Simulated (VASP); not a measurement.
Calculation: RPBE GGA, VASP's PBE PAW potentials (set 64) (plane waves; VASP).

VASP ran on this input.

INCAR:
```
LCHARG = .False.
MAGMOM = 3.0 3*0.7
ISIF = 3   # ions, shape and volume
GGA = RP   # RPBE
PREC = Accurate
LMAXMIX = 4
EDIFF = 1E-6   # SCF stop (eV)
LASPH = .True.
SIGMA = 0.1   # width (eV)
ENCUT = 520   # plane-wave cut-off (eV)
NSW = 60   # most ionic steps
SYSTEM = Ni3Fe
ISMEAR = 1
EDIFFG = -0.02   # ionic stop
NELM = 100   # most electronic steps
ALGO = Normal
LORBIT = 10
ISPIN = 2
IBRION = 2   # conjugate gradients
LREAL = .False.
LWAVE = .False.
```

**KPOINTS**
```
kpoints
0
gamma
8 8 8
0 0 0
```

POSCAR:
```
Ni3Fe
1
    3.5792354348    -0.0000000000     0.0000000000
    0.0000000000     3.5792354348     0.0000000000
    0.0000000000    -0.0000000000     3.5792354348
Fe Ni
1 3
Direct
  0.0000000000   0.0000000000   0.0000000000
  0.0000000000   0.5000000000   0.5000000000
  0.5000000000   0.0000000000   0.5000000000
  0.5000000000   0.5000000000   0.0000000000
```

POTCAR, in this order: Fe Ni (PBE.64 set). Program: vasp_std.

Output of the run:

### OSZICAR
```
       N       E                     dE             d eps       ncg     rms          rms(c)
DAV:   1     0.244170611206E+03    0.24417E+03   -0.17198E+04  3760   0.202E+03
DAV:   2    -0.127210263577E+02   -0.25689E+03   -0.24719E+03  3648   0.362E+02
DAV:   3    -0.265975333687E+02   -0.13877E+02   -0.13114E+02  3774   0.116E+02
DAV:   4    -0.267777324672E+02   -0.18020E+00   -0.17985E+00  3894   0.138E+01
DAV:   5    -0.267829313292E+02   -0.51989E-02   -0.51985E-02  5134   0.188E+00    0.195E+01
DAV:   6    -0.248158098446E+02    0.19671E+01   -0.36790E+01  3924   0.990E+01    0.253E+01
DAV:   7    -0.276449673217E+02   -0.28292E+01   -0.24701E+01  4442   0.122E+02    0.271E+01
DAV:   8    -0.227988850696E+02    0.48461E+01   -0.15222E+01  4532   0.541E+01    0.656E+00
DAV:   9    -0.230134200192E+02   -0.21453E+00   -0.76792E-01  4286   0.112E+01    0.357E+00
DAV:  10    -0.229887958578E+02    0.24624E-01   -0.16670E-01  5018   0.966E+00    0.163E+00
DAV:  11    -0.229891781290E+02   -0.38227E-03   -0.51779E-02  5304   0.293E+00    0.133E+00
DAV:  12    -0.229922588302E+02   -0.30807E-02   -0.85554E-03  4188   0.227E+00    0.441E-01
DAV:  13    -0.229925125910E+02   -0.25376E-03   -0.30629E-03  5236   0.999E-01    0.873E-02
DAV:  14    -0.229926099967E+02   -0.97406E-04   -0.46026E-04  5098   0.252E-01    0.107E-01
DAV:  15    -0.229925819661E+02    0.28031E-04   -0.10092E-04  4438   0.256E-01    0.227E-02
DAV:  16    -0.229925830439E+02   -0.10778E-05   -0.14716E-05  4962   0.845E-02    0.326E-02
DAV:  17    -0.229925824873E+02    0.55660E-06   -0.37571E-06  3060   0.543E-02
   1 F= -.22992582E+02 E0= -.22991884E+02  d E =-.229926E+02  mag=     4.9578
       N       E                     dE             d eps       ncg     rms          rms(c)
DAV:   1    -0.230022205420E+02   -0.96375E-02   -0.10078E-01  3654   0.453E+00    0.105E+00
DAV:   2    -0.230489739033E+02   -0.46753E-01   -0.22759E-01  4184   0.106E+01    0.389E+00
DAV:   3    -0.229936645568E+02    0.55309E-01   -0.15041E-01  4304   0.988E+00    0.637E-01
DAV:   4    -0.229927836730E+02    0.88088E-03   -0.73068E-03  4258   0.127E+00    0.210E-01
DAV:   5    -0.229926324991E+02    0.15117E-03   -0.62246E-04  5102   0.330E-01    0.755E-02
DAV:   6    -0.229925711474E+02    0.61352E-04   -0.11337E-04  4764   0.138E-01    0.330E-02
DAV:   7    -0.229925705416E+02    0.60573E-06   -0.14704E-05  4234   0.764E-02    0.149E-02
DAV:   8    -0.229925729295E+02   -0.23878E-05   -0.23559E-06  2716   0.199E-02    0.666E-03
DAV:   9    -0.229925741323E+02   -0.12029E-05   -0.12726E-06  2132   0.242E-02    0.408E-03
DAV:  10    -0.229925742067E+02   -0.74331E-07   -0.25514E-07  1890   0.971E-03
   2 F= -.22992574E+02 E0= -.22991889E+02  d E =0.828064E-05  mag=     4.9678
       N       E                     dE             d eps       ncg     rms          rms(c)
DAV:   1    -0.229954277636E+02   -0.28536E-02   -0.29125E-02  3658   0.243E+00    0.560E-01
DAV:   2    -0.230076961088E+02   -0.12268E-01   -0.56771E-02  4206   0.560E+00    0.192E+00
DAV:   3    -0.229929886231E+02    0.14707E-01   -0.34111E-02  4272   0.534E+00    0.351E-01
DAV:   4    -0.229927081853E+02    0.28044E-03   -0.20412E-03  4230   0.729E-01    0.999E-02
DAV:   5    -0.229926770910E+02    0.31094E-04   -0.19159E-04  5032   0.169E-01    0.355E-02
DAV:   6    -0.229926607142E+02    0.16377E-04   -0.19736E-05  4420   0.528E-02    0.133E-02
DAV:   7    -0.229926594867E+02    0.12275E-05   -0.21725E-06  3026   0.246E-02    0.726E-03
DAV:   8    -0.229926590256E+02    0.46104E-06   -0.59978E-07  1896   0.866E-03
   3 F= -.22992659E+02 E0= -.22991966E+02  d E =-.765383E-04  mag=     4.9627
```

### OUTCAR
```
------------------------ aborting loop because EDIFF is reached ----------------------------------------
  FORCE on cell =-STRESS in cart. coord.  units (eV):
  Direction    XX          YY          ZZ          XY          YZ          ZX
  --------------------------------------------------------------------------------------
  Total        0.0099118      0.0099118      0.0099118     -0.0000000      0.0000000     -0.0000000
  in kB        0.3457510      0.3457510      0.3457510     -0.0000000      0.0000000     -0.0000000
  external PRESSURE =       0.3457510 kB  Pullay stress =       0.0000000 kB
  volume of cell :       45.93
      direct lattice vectors                 reciprocal lattice vectors
     3.581235981 -0.000000000 -0.000000000     0.279233205  0.000000000  0.000000000
    -0.000000000  3.581235981 -0.000000000     0.000000000  0.279233205  0.000000000
     0.000000000  0.000000000  3.581235981     0.000000000  0.000000000  0.279233205
 POSITION                                       TOTAL-FORCE (eV/Angst)
 -----------------------------------------------------------------------------------
      0.00000      0.00000      0.00000         0.000000      0.000000      0.000000
     -0.00000      1.79062      1.79062        -0.000000      0.000000      0.000000
      1.79062     -0.00000      1.79062         0.000000      0.000000      0.000000
      1.79062      1.79062     -0.00000         0.000000      0.000000      0.000000
 -----------------------------------------------------------------------------------
    total drift:                                0.000000      0.000000      0.000000
  FREE ENERGIE OF THE ION-ELECTRON SYSTEM (eV)
  ---------------------------------------------------
  free  energy   TOTEN  =       -22.9926590256 eV

  energy  without entropy=      -22.9905805146  energy(sigma->0) =      -22.99196619

 total charge

# of ion       s       p       d       tot
------------------------------------------
    1        0.463   0.480   6.076   7.019
    2        0.490   0.483   8.303   9.276
    3        0.490   0.483   8.303   9.276
    4        0.490   0.483   8.303   9.276
--------------------------------------------------
tot          1.933   1.929  30.985  34.848

 magnetization (x)

# of ion       s       p       d       tot
------------------------------------------
    1        0.013  -0.003   2.972   2.982
    2       -0.016  -0.047   0.740   0.678
    3       -0.016  -0.047   0.740   0.678
    4       -0.016  -0.047   0.740   0.678
--------------------------------------------------
tot         -0.035  -0.143   5.192   5.015

 reached required accuracy - stopping structural energy minimisation
```
(Selected blocks of OUTCAR.)

CONTCAR:
```
Ni3Fe
   1.00000000000000
     3.5812359805838274   -0.0000000000000000   -0.0000000000000000
    -0.0000000000000000    3.5812359805838274   -0.0000000000000000
     0.0000000000000000    0.0000000000000000    3.5812359805838274
  Fe              Ni
     1     3
Direct
     0.0000000000000000    0.0000000000000000    0.0000000000000000
     0.0000000000000000    0.5000000000000000    0.5000000000000000
     0.5000000000000000    0.0000000000000000    0.5000000000000000
     0.5000000000000000    0.5000000000000000    0.0000000000000000
```

The compound is Ni3Fe in the L1_2 structure. This run relaxes it. Symmetry was kept, so distortions that lower it aren't found. The start is the result of an earlier pass.
